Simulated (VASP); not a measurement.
An input for Quantum ESPRESSO's pw.x (written as the equivalent of a VASP run, and not itself run):

```
&CONTROL
  calculation = 'scf'
  pseudo_dir = './pseudo'
  outdir = './out'
  tprnfor = .true.
  tstress = .true.
/
&SYSTEM
  ibrav = 0
  nat = 2
  ntyp = 2
  ecutwfc = 86
  occupations = 'smearing'
  smearing = 'gaussian'
  degauss = 0.003675
  input_dft = 'pbe'
/
&ELECTRONS
  conv_thr = 7.3e-08
  electron_maxstep = 100
/
ATOMIC_SPECIES
  Ca 40.078 Ca.upf
  Se 78.971 Se.upf
CELL_PARAMETERS angstrom
     0.0000000    3.0192000    3.0192000
     3.0192000    0.0000000    3.0192000
     3.0192000    3.0192000    0.0000000
ATOMIC_POSITIONS crystal
  Ca   0.0000000  0.0000000  0.0000000
  Se   0.5000000  0.5000000  0.5000000
K_POINTS automatic
  6 6 6 0 0 0
```

Write the VASP files for the same calculation (PBE).

This is not unique; one that fits is 
INCAR:
```
LASPH=T   # aspherical one-centre terms
NELM=100
ENCUT=400
LMAXMIX=4   # l cut-off of mixed one-centre charges
ISMEAR=0
SIGMA=0.05   # width (eV)
GGA=PE
EDIFF=1E-6   # SCF stop (eV)
LREAL=F
ISIF=2   # forces and stress, cell fixed
PREC=Accurate
LWAVE=F
SYSTEM=CaSe
LCHARG=F
ALGO=Normal   # blocked Davidson
```

POSCAR:
```
CaSe
4.2697940
  0.0000000000   0.7071067129   0.7071067129
  0.7071067129   0.0000000000   0.7071067129
  0.7071067129   0.7071067129   0.0000000000
Ca Se
1 1
Cart
  0.0000000000   0.0000000000   0.0000000000
  0.7071067129   0.7071067129   0.7071067129
```

KPOINTS:
```
Automatic mesh
0
Gamma
6 6 6
0 0 0
```

POTCAR, in this order: Ca_sv Se (PBE.64 set). Program: vasp_std.

What does not carry over: the potentials are each code's own (VASP's PAW set, PseudoDojo norm-conserving files in pw.x), so ENCUT and ecutwfc are chosen apart and not converted; conv_thr bounds pw.x's estimated SCF error, while EDIFF bounds the energy change between steps.

The compound is CaSe in the rock salt structure. The cell was not relaxed at this level.
